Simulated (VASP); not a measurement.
Computed with r2SCAN meta-GGA, VASP's PBE PAW potentials (set 64) (plane waves; VASP).

Input for VASP

**POSCAR**
```
Pd
1
   -0.0000000000     1.9573737209     1.9573737209
    1.9573737209    -0.0000000000     1.9573737209
    1.9573737209     1.9573737209    -0.0000000000
Pd
1
Direct
  0.0000000000   0.0000000000   0.0000000000
```

**INCAR**
```
ALGO=Normal
EDIFF=1E-5
EDIFFG=-0.03
ENCUT=400
IBRION=2
ISIF=2
ISMEAR=1
LASPH=T
LCHARG=F
LMAXMIX=4
LMIXTAU=T
LREAL=F
LWAVE=F
METAGGA=R2SCAN
NELM=100
NELMIN=4
NSW=20
PREC=Normal
SIGMA=0.1
SYSTEM=Pd
```

### KPOINTS
```
Automatic
0
G
 18 18 18
```

POTCAR, in this order: Pd (PBE.64 set). Program: vasp_std.

What will the output report for the number of irreducible k-points (NKPTS), largest plane-wave count, number of space-group operations, FFT grid (NGX, NGY, NGZ)?

```
Quantity                                      Result
--------------------------------------  ------------
number of irreducible k-points (NKPTS)           195
largest plane-wave count                         290
number of space-group operations                  48
FFT grid (NGX, NGY, NGZ)                14 × 14 × 14
```

The compound is Pd in the fcc structure. It was relaxed first.
